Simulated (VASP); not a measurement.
# Mo8HS15 (a cell with a defect) in VASP: a series of runs

Runs on Mo8HS15 (a cell with a defect). Level: PBE. Tasks: single point.

Everything below comes from runs of VASP 6.6.1. Logs are shortened: lines on timing, memory, paths and dates and some standing lists are left out, and cuts for length are marked.

## Step 1: The crystal as given

The cell holds a defect, 24 atoms: a = 6.338 Å, b = 6.338 Å, c = 12.324 Å, α = 90.00°, β = 90.00°, γ = 120.00°.

## Step 2: Single point, PBE

The input, INCAR:

```
  PREC = Accurate
  ENCUT = 520
  EDIFF = 1E-6
  ISMEAR = -1
  SIGMA = 0.01
  LREAL = Auto
  LASPH = T
  NELM = 100
  ALGO = Fast
  ISIF = 2
  LWAVE = F
  LCHARG = F
  GGA = PE
  NELECT = 202.0
  NBANDS = 120
```

The input, KPOINTS:

```
Automatic mesh
0
Gamma
  4 4 2
```

The input, POSCAR:

```
Mo8HS15
1.0
    6.3380000000      0.0000000000      0.0000000000
   -3.1690000000      5.4888690092      0.0000000000
    0.0000000000      0.0000000000     12.3240000000
Mo H S
8 1 15
Direct
    0.1666666667      0.3333333333      0.2493343087
    0.1667339680      0.8333669840      0.2493245544
    0.6666330160      0.3332660320      0.2493245544
    0.6666330160      0.8333669840      0.2493245544
    0.3314717560      0.1685282440      0.7459392084
    0.3314717560      0.6629435119      0.7459392084
    0.8370564881      0.1685282440      0.7459392084
    0.8333333333      0.6666666667      0.7478506218
    0.1666666667      0.3333333333      0.6674567251
    0.1644841360      0.8322420680      0.6203484602
    0.6677579320      0.3355158640      0.6203484602
    0.6677579320      0.8322420680      0.6203484602
    0.3333437318      0.1666562682      0.1228942107
    0.3333437318      0.6666874635      0.1228942107
    0.8333125365      0.1666562682      0.1228942107
    0.8333333333      0.6666666667      0.1228158352
    0.1666666667      0.3333333333      0.8740234617
    0.1734680310      0.8367340155      0.8733113906
    0.6632659845      0.3265319690      0.8733113906
    0.6632659845      0.8367340155      0.8733113906
    0.3332811773      0.1667188227      0.3757954370
    0.3332811773      0.6665623545      0.3757954370
    0.8334376455      0.1667188227      0.3757954370
    0.8333333333      0.6666666667      0.3756792637
```

Potentials or basis: VASP PAW PBE potentials, release 64 (Mo_sv, H, S).

Launch:

```bash
$ cat potpaw_PBE.64/Mo_sv/POTCAR potpaw_PBE.64/H/POTCAR potpaw_PBE.64/S/POTCAR > POTCAR
$ mpirun -np 1 vasp_std > vasp.out
```

OUTCAR:

```text
PREC = Accurate
   ENCUT = 520
   EDIFF = 1E-6
   ISMEAR = -1
   LREAL = Auto
   LASPH = T
   NELM = 100
   ISIF = 2
   GGA = PE
   NELECT = 202.0

 ion  position               nearest neighbor table
   1  0.167  0.333  0.249-  21 2.40  23 2.40  22 2.40  13 2.40  15 2.40  14 2.40   3 3.17   2 3.17
                             4 3.17   4 3.17   3 3.17   2 3.17
   2  0.167  0.833  0.249-  24 2.40  13 2.40  14 2.40  21 2.40  22 2.40  16 2.40   4 3.17   3 3.17
                             1 3.17   1 3.17   4 3.17   3 3.17
   3  0.667  0.333  0.249-  24 2.40  13 2.40  15 2.40  21 2.40  23 2.40  16 2.40   2 3.17   4 3.17
                             1 3.17   1 3.17   4 3.17   2 3.17
   4  0.667  0.833  0.249-  24 2.40  14 2.40  15 2.40  22 2.40  23 2.40  16 2.40   2 3.17   3 3.17
                             1 3.17   1 3.17   2 3.17   3 3.17
   5  0.331  0.169  0.746-   9 2.05  17 2.40  19 2.40  18 2.40  11 2.41  10 2.41   7 3.13   6 3.13
                             8 3.17   8 3.17   7 3.20   6 3.20
   6  0.331  0.663  0.746-   9 2.05  17 2.40  20 2.40  18 2.40  12 2.41  10 2.41   5 3.13   7 3.13
                             8 3.17   8 3.17   5 3.20   7 3.20
   7  0.837  0.169  0.746-   9 2.05  17 2.40  20 2.40  19 2.40  12 2.41  11 2.41   5 3.13   6 3.13
                             8 3.17   8 3.17   5 3.20   6 3.20
   8  0.833  0.667  0.748-  12 2.40  10 2.40  11 2.40  20 2.42  18 2.42  19 2.42   6 3.17   7 3.17
                             5 3.17   5 3.17   6 3.17   7 3.17
   9  0.167  0.333  0.667-   5 2.05   7 2.05   6 2.05
  10  0.164  0.832  0.620-   8 2.40   5 2.41   6 2.41
  11  0.668  0.336  0.620-   8 2.40   5 2.41   7 2.41
  12  0.668  0.832  0.620-   8 2.40   6 2.41   7 2.41
  13  0.333  0.167  0.123-   3 2.40   2 2.40   1 2.40
  14  0.333  0.667  0.123-   4 2.40   2 2.40   1 2.40
[... 8 lines left out ...]
  23  0.833  0.167  0.376-   1 2.40   4 2.40   3 2.40
  24  0.833  0.667  0.376-   4 2.40   2 2.40   3 2.40

  LATTYP: Found a hexagonal cell.
 ALAT       =     6.3380000000
 C/A-ratio  =     1.9444619754

  Lattice vectors:

 A1 = (   6.3380000000,   0.0000000000,   0.0000000000)
 A2 = (  -3.1690000000,   5.4888690092,   0.0000000000)
 A3 = (   0.0000000000,   0.0000000000,  12.3240000000)

Analysis of symmetry for initial positions (statically):
=====================================================================
 Subroutine PRICEL returns:
 Original cell was already a primitive cell.

 Routine SETGRP: Setting up the symmetry group for a
 hexagonal supercell.

 Subroutine GETGRP returns: Found  6 space group operations
 (whereof  2 operations were pure point group operations)
 out of a pool of 24 trial point group operations.

The static configuration has the point symmetry C_1h.
 The point group associated with its full space group is C_3v.

Analysis of symmetry for dynamics (positions and initial velocities):
=====================================================================
 Subroutine PRICEL returns:
 Original cell was already a primitive cell.

 Routine SETGRP: Setting up the symmetry group for a
 hexagonal supercell.

 Subroutine GETGRP returns: Found  6 space group operations
 (whereof  2 operations were pure point group operations)
 out of a pool of 24 trial point group operations.

The dynamic configuration has the point symmetry C_1h.
 The point group associated with its full space group is C_3v.

 Subroutine INISYM returns: Found  6 space group operations
 (whereof  2 operations are pure point group operations),
 and found     1 'primitive' translations

----------------------------------------------------------------------------------------

                                     Primitive cell

  volume of cell :     428.7329

  direct lattice vectors                    reciprocal lattice vectors
     6.338000000  0.000000000  0.000000000     0.157778479  0.091093447  0.000000000
    -3.169000000  5.488869009  0.000000000     0.000000000  0.182186895  0.000000000
     0.000000000  0.000000000 12.324000000     0.000000000  0.000000000  0.081142486

  length of vectors
     6.338000000  6.338000000 12.324000000     0.182186895  0.182186895  0.081142486

  position of ions in fractional coordinates (direct lattice)
     0.166666667  0.333333333  0.249334309
     0.166733968  0.833366984  0.249324554
     0.666633016  0.333266032  0.249324554
     0.666633016  0.833366984  0.249324554
     0.331471756  0.168528244  0.745939208
     0.331471756  0.662943512  0.745939208
[... 16 lines left out ...]
     0.833437645  0.166718823  0.375795437
     0.833333333  0.666666667  0.375679264

  ion indices of the primitive-cell ions
   primitive index   ion index
                 1           1
                 2           2
                 3           3
                 4           4
                 5           5
                 6           6
[... 16 lines left out ...]
                23          23
                24          24

----------------------------------------------------------------------------------------

 KPOINTS: Automatic mesh

Automatic generation of k-mesh.
 Grid dimensions read from file:
 generate k-points for:    4    4    2

 Generating k-lattice:

  Cartesian coordinates                     Fractional coordinates (reciprocal lattice)
     0.039444620  0.022773362  0.000000000     0.250000000 -0.000000000  0.000000000
     0.000000000  0.045546724  0.000000000     0.000000000  0.250000000  0.000000000
     0.000000000  0.000000000  0.040571243     0.000000000  0.000000000  0.500000000

  Length of vectors
     0.045546724  0.045546724  0.040571243

  Shift w.r.t. Gamma in fractional coordinates (k-lattice)
     0.000000000  0.000000000  0.000000000

 Subroutine IBZKPT returns following result:
 ===========================================

 Found      8 irreducible k-points:

 Following reciprocal coordinates:
            Coordinates               Weight
  0.000000  0.000000  0.000000      1.000000
  0.250000  0.000000  0.000000      6.000000
  0.500000  0.000000  0.000000      3.000000
  0.250000  0.250000  0.000000      6.000000
  0.000000  0.000000  0.500000      1.000000
  0.250000  0.000000  0.500000      6.000000
  0.500000  0.000000  0.500000      3.000000
  0.250000  0.250000  0.500000      6.000000
   k-points           NKPTS =      8   k-points in BZ     NKDIM =      8   number of bands    NBANDS=    120
   number of dos      NEDOS =    301   number of ions     NIONS =     24
   total plane-waves  NPLWV = 221184
   dimension x,y,z NGX =    48 NGY =   48 NGZ =   96
   dimension x,y,z NGXF=    96 NGYF=   96 NGZF=  192
   ions per type =               8   1  15
   NGX,Y,Z   is equivalent  to a cutoff of  12.59, 12.59, 12.95 a.u.
   NGXF,Y,Z  is equivalent  to a cutoff of  25.18, 25.18, 25.90 a.u.
 SYSTEM =  unknown system
   PREC   = accura    normal or accurate (medium, high low for compatibility)
   ISTART =      0    job   : 0-new  1-cont  2-samecut
   ICHARG =      2    charge: 1-file 2-atom 10-const
   ISPIN  =      1    spin polarized calculation?
   LNONCOLLINEAR =      F non collinear calculations
   LSORBIT =      F    spin-orbit coupling
   LASPH  =      T    aspherical Exc in radial PAW
   ENCUT  =  520.0 eV  38.22 Ry    6.18 a.u.  11.78 11.78 22.91*2*pi/ulx,y,z
   NELM   =    100;   NELMIN=  2; NELMDL= -5     # of ELM steps
   EDIFF  = 0.1E-05   stopping-criterion for ELM
   LREAL  =      T    real-space projection
   EDIFFG = 0.1E-04   stopping-criterion for IOM
   NSW    =      0    number of steps for IOM
   IBRION =     -1    ionic relax: 0-MD 1-quasi-New 2-CG
   NFREE  =      0    steps in history (QN), initial steepest desc. (CG)
   ISIF   =      2    stress and relaxation
   ISYM   =      2    0-nonsym 1-usesym 2-fastsym
   POTIM  = 0.5000    time-step for ionic-motion
   TEBEG  =    0.0;   TEEND  =   0.0 temperature during run
   PSTRESS=    0.0 pullay stress
   NELECT =     202.0000    total number of electrons
   NUPDOWN=      -1.0000    fix difference up-down
   EMIN   =  10.00;   EMAX   =-10.00  energy-range for DOS
   EFERMI =   0.00;   METHOD = LEGACY
   ISMEAR =    -1;   SIGMA  =   0.01  broadening in eV -4-tet -1-fermi 0-gaus
   EFERMI_NEDOS =   21; number of points for ismear=-14 and -15
   IALGO  =     68    algorithm
   IMIX   =      4    mixing-type and parameters
     AMIX     =   0.40;   BMIX     =  1.00
     AMIX_MAG =   1.60;   BMIX_MAG =  1.00
  volume/ion in A,a.u.               =      17.86       120.55
  Fermi-wavevector in a.u.,A,eV,Ry     =   1.273883  2.407291 22.079249  1.622779
  Thomas-Fermi vector in A             =   2.406682
   LORBIT       =      0    0 simple, 1 ext, 2 COOP (PROOUT), +10 PAW based schemes
   GGA     = PE    functional components
   LHFCALC =     F    Hartree Fock is set to
   AEXX    =    0.0000 exact exchange contribution
   IVDW    =     0    specifies the selected vdW correction
   LEPSILON=     F    determine dielectric tensor
   LRPA    =     F    only Hartree local field effects (RPA)
 non-spin polarized calculation
 RMM-DIIS sequential band-by-band and
  energy-cutoff  :      520.00
  volume of cell :      428.73
 maximum number of plane-waves:     11595
 NGX is ok and might be reduce to    48

 number of electron     201.9999996 magnetization

 Free energy of the ion-electron system (eV)
  ---------------------------------------------------
  ext. energy  EPLUGINS =         0.00000000
  ---------------------------------------------------
  free energy    TOTEN  =      -178.40897550 eV

  energy without entropy =     -178.40446407  energy(sigma->0) =     -178.40671978

 E-fermi :   6.7251     XC(G=0): -10.5815

 val. band max:        6.7191643979   @ k =   0.5000   0.0000   0.5000
 cond. band min:       6.7287246233   @ k =   0.5000   0.0000   0.0000
 fundamental gap:      0.0095602254
 Fermi energy:         6.7251407961

 k-point     1 :       0.0000    0.0000    0.0000
  band No.  band energies     occupation
      1     -54.8741      2.00000
      2     -54.8399      2.00000
      3     -54.8399      2.00000
      4     -54.8083      2.00000
      5     -54.1504      2.00000
      6     -54.1137      2.00000
[... 105 lines left out ...]
    112       9.0216      0.00000
    113       9.0294      0.00000
[... 810 lines left out ...]
    112       8.7707      0.00000
    113       9.0255      0.00000
 [bands above 113 left out]

------------------------ aborting loop because EDIFF is reached ----------------------------------------

  FORCE on cell =-STRESS in cart. coord.  units (eV):
  Direction    XX          YY          ZZ          XY          YZ          ZX
  --------------------------------------------------------------------------------------
  -------------------------------------------------------------------------------------
  Total      -12.3645375    -12.3645375     -7.5003940      0.0000000     -0.0000000      0.0000000
  in kB      -46.2063503    -46.2063503    -28.0290172      0.0000000     -0.0000000      0.0000000
  external PRESSURE =     -40.1472393 kB  Pullay stress =       0.0000000 kB

 VOLUME and BASIS-vectors are now :
 -----------------------------------------------------------------------------
  energy-cutoff  :      520.00
  volume of cell :      428.73
      direct lattice vectors                 reciprocal lattice vectors
     6.338000000  0.000000000  0.000000000     0.157778479  0.091093447  0.000000000
    -3.169000000  5.488869009  0.000000000     0.000000000  0.182186895  0.000000000
     0.000000000  0.000000000 12.324000000     0.000000000  0.000000000  0.081142486

 POSITION                                       TOTAL-FORCE (eV/Angst)
 -----------------------------------------------------------------------------------
      0.00000      1.82962      3.07280         0.000000      0.000000     -0.001712
     -1.58418      4.57424      3.07268         0.000376      0.000217      0.001084
      3.16900      1.82925      3.07268         0.000000     -0.000434      0.001084
      1.58418      4.57424      3.07268        -0.000376      0.000217      0.001084
      1.56680      0.92503      9.19295         0.008867     -0.005120      0.026915
      0.00000      3.63881      9.19295        -0.000000      0.010239      0.026915
[... 16 lines left out ...]
      4.75400      0.91510      4.63130        -0.001385     -0.000800     -0.005299
      3.16900      3.65925      4.62987         0.000000      0.000000     -0.005848
 -----------------------------------------------------------------------------------
    total drift:                                0.000001     -0.000001     -0.007822

  FREE ENERGIE OF THE ION-ELECTRON SYSTEM (eV)
  ---------------------------------------------------
  free  energy   TOTEN  =      -178.4089754958 eV

  energy  without entropy=     -178.4044640734  energy(sigma->0) =     -178.40671978
```

Run time: 10 min. Hardware: 1 thread of Intel Xeon 6975P-C (Granite Rapids), shared host; peak memory 0.63 GiB.

Results:

| Property | Result |
| --- | --- |
| Free energy | -178.4090 eV |
| Largest force | 0.029 eV/Å |
| Band gap on the k mesh | none (metal or under the smearing width) |

Forces on the atoms (eV/Å):
```
Mo   0.000  0.000 -0.002
Mo   0.000  0.000  0.001
Mo   0.000  0.000  0.001
Mo   0.000  0.000  0.001
Mo   0.009 -0.005  0.027
Mo   0.000  0.010  0.027
Mo  -0.009 -0.005  0.027
Mo   0.000  0.000 -0.011
H    0.000  0.000 -0.018
S   -0.002 -0.001  0.002
S    0.000  0.003  0.002
S    0.002 -0.001  0.002
S    0.001  0.000  0.013
S    0.000  0.001  0.013
S   -0.001  0.000  0.013
S    0.000  0.000  0.014
S    0.000  0.000 -0.011
S    0.008  0.004 -0.026
S    0.000 -0.009 -0.026
S   -0.008  0.004 -0.026
S    0.001 -0.001 -0.005
S    0.000  0.002 -0.005
S   -0.001 -0.001 -0.005
S    0.000  0.000 -0.006
```

Caveat: the cell carries a net charge on a neutralising background, which shifts energy and pressure; the cell is charged against a uniform background, so pressure and absolute levels hang on convention.

## Step 3: Single point, PBE

This run's cell holds other atoms than the first one's.

The input, INCAR:

```
SYSTEM = TaMo7S16
ALGO     = Fast           ! electronic algorithm
EDIFF    = 1E-6           ! SCF threshold, eV
ENCUT    = 520            ! plane-wave cutoff, eV
GGA      = PE             ! functional
ISIF     = 2              ! what is computed and relaxed
ISMEAR   = -1             ! smearing method
LASPH    = .TRUE.         ! aspherical terms in the spheres
LCHARG   = .FALSE.        ! write CHGCAR
LREAL    = Auto         
LWAVE    = .FALSE.        ! write WAVECAR
NBANDS   = 120            ! bands
NELECT   = 204.0        
NELM     = 100            ! most SCF steps
PREC     = Accurate       ! precision mode
SIGMA    = 0.01           ! smearing width, eV
```

The input, KPOINTS:

```
k-points
0
G
  4 4 2
  0 0 0
```

The input, POSCAR:

```
TaMo7S16
1.0
    6.3380000000      0.0000000000      0.0000000000
   -3.1690000000      5.4888690092      0.0000000000
    0.0000000000      0.0000000000     12.3240000000
Ta Mo S
1 7 16
Direct
    0.1666666667      0.3333333333      0.2500000000
    0.1673164245      0.8336582123      0.2500000000
    0.6663417877      0.3326835755      0.2500000000
    0.6663417877      0.8336582123      0.2500000000
    0.3333340140      0.1666659860      0.7500000000
    0.3333340140      0.6666680280      0.7500000000
    0.8333319720      0.1666659860      0.7500000000
    0.8333333333      0.6666666667      0.7500000000
    0.1666666667      0.3333333333      0.6237723709
    0.1668027719      0.8334013859      0.6237691600
    0.6665986141      0.3331972281      0.6237691600
    0.6665986141      0.8334013859      0.6237691600
    0.3353439457      0.1646560543      0.1220617936
    0.3353439457      0.6706878915      0.1220617936
    0.8293121085      0.1646560543      0.1220617936
    0.8333333333      0.6666666667      0.1236713385
    0.1666666667      0.3333333333      0.8762276291
    0.1668027719      0.8334013859      0.8762308400
    0.6665986141      0.3331972281      0.8762308400
    0.6665986141      0.8334013859      0.8762308400
    0.3353439457      0.1646560543      0.3779382064
    0.3353439457      0.6706878915      0.3779382064
    0.8293121085      0.1646560543      0.3779382064
    0.8333333333      0.6666666667      0.3763286615
```

Potentials or basis: VASP PAW PBE potentials, release 64 (Ta_pv, Mo_sv, S).

Launch:

```bash
$ cat potpaw_PBE.64/Ta_pv/POTCAR potpaw_PBE.64/Mo_sv/POTCAR potpaw_PBE.64/S/POTCAR > POTCAR
$ mpirun -np 1 vasp_std > vasp.out
```

Wall time 17 min (1 thread of Intel Xeon Platinum 8488C (Sapphire Rapids), shared host); peak memory 0.64 GiB.

The run converged. Its results:

- Free energy: -182.4210 eV
- Largest force: 0.018 eV/Å
- Band gap on the k mesh: none (metal or under the smearing width)

Forces on the atoms (eV/Å):
```
Ta   0.000  0.000  0.000
Mo  -0.002 -0.001  0.000
Mo   0.000  0.002  0.000
Mo   0.002 -0.001  0.000
Mo   0.001  0.000  0.000
Mo   0.000  0.001  0.000
Mo  -0.001  0.000  0.000
Mo   0.000  0.000  0.000
S    0.000  0.000  0.009
S    0.000  0.000  0.011
S    0.000  0.000  0.011
S    0.000  0.000  0.011
S    0.016 -0.009  0.001
S    0.000  0.018  0.001
S   -0.016 -0.009  0.001
S    0.000  0.000  0.009
S    0.000  0.000 -0.009
S    0.000  0.000 -0.011
S    0.000  0.000 -0.011
S    0.000  0.000 -0.011
S    0.016 -0.009 -0.001
S    0.000  0.018 -0.001
S   -0.016 -0.009 -0.001
S    0.000  0.000 -0.009
```

Levels at points of the mesh, in eV from the Fermi level:
| k point | band 98 | band 99 | band 100 | band 101 | band 102 | band 103 | band 104 | band 105 | band 106 | band 107 |
| --- | --- | --- | --- | --- | --- | --- | --- | --- | --- | --- |
| (0.00, 0.00, 0.00) | -0.60 | -0.60 | -0.59 | -0.54 | -0.33 | 0.71 | 2.17 | 2.17 | 2.18 | 2.24 |
| (0.50, 0.00, 0.00) | -0.74 | -0.64 | -0.64 | -0.53 | -0.34 | -0.28 | 1.84 | 1.89 | 1.89 | 2.07 |
| (0.00, 0.00, 0.50) | -0.74 | -0.62 | -0.62 | -0.50 | 0.33 | 0.53 | 2.17 | 2.17 | 2.18 | 2.23 |
| (0.50, 0.00, 0.50) | -0.72 | -0.63 | -0.63 | -0.51 | -0.34 | -0.27 | 2.08 | 2.08 | 2.16 | 2.16 |

Caveat: the cell carries a net charge on a neutralising background, which shifts energy and pressure; the cell is charged against a uniform background, so pressure and absolute levels hang on convention. The run has no spin-orbit coupling, so splittings on Ta are missing.
